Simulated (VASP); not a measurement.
An input for Ansatz (written as the equivalent of a VASP run, and not itself run):

Ansatz 0.2 input:
```yaml
crystal:
  lattice:
    - [0.0000000, 2.8518439, 2.8518439]
    - [2.8518439, 0.0000000, 2.8518439]
    - [2.8518439, 2.8518439, 0.0000000]
  atoms:
    - { symbol: Cd, position: [0.0000000, 0.0000000, 0.0000000] }
    - { symbol: S, position: [0.2500000, 0.2500000, 0.2500000] }
kpoints:
  mp_grid: { grid: [8, 8, 8] }
hamiltonian:
  xc: pbesol
  pseudopotentials: { kind: paw }
scf:
  occupations: { method: gaussian, width: 0.05 }
  max_iter: 100
relax:
  max_steps: 40
  f_tol: 0.02
  cell: { p_target: 10 }
output: { forces: true, stress: true, eigenvalues: true }
```

Write the VASP files for the same calculation (PBEsol).

Several could match; the one computed here: 
### KPOINTS
```
Automatic mesh
0
Gamma
8 8 8
0 0 0
```

INCAR:
```
SYSTEM  =  CdS
SIGMA  =  0.05   ! width (eV)
EDIFFG  =  -0.02   ! ionic stop
PSTRESS  =  100   ! kbar
ENCUT  =  500
ISIF  =  3   ! ions, shape and volume
ISMEAR  =  0
NSW  =  40   ! most ionic steps
IBRION  =  2
LWAVE  =  .FALSE.
LCHARG  =  .FALSE.
LMAXMIX  =  4   ! l cut-off of mixed one-centre charges
LREAL  =  .FALSE.   ! projection in real space or not
ALGO  =  Normal
NELM  =  100
LASPH  =  .TRUE.   ! aspherical one-centre terms
EDIFF  =  1E-6
PREC  =  Accurate
GGA  =  PS   ! PBEsol
```

POSCAR:
```
CdS
1
    0.0000000000     2.8518439430     2.8518439430
    2.8518439430     0.0000000000     2.8518439430
    2.8518439430     2.8518439430     0.0000000000
Cd S
1 1
Direct
  0.0000000000   0.0000000000   0.0000000000
  0.2500000000   0.2500000000   0.2500000000
```

POTCAR, in this order: Cd S (PBE.64 set). Program: vasp_std.

Limits of the translation: each code has its own PAW files, so the cut-off isn't converted (ENCUT is set for VASP's; basis.ecutwfc is left out, and Ansatz then takes the one that its files recommend); Ansatz stops its SCF on the density residual and VASP on the energy change (EDIFF).

The structure was generated: CdS was put into the zinc blende type (F-43m), which need not be its known phase. This run relaxes it under an external pressure of 10 GPa. Symmetry was kept, so distortions that lower it aren't found.
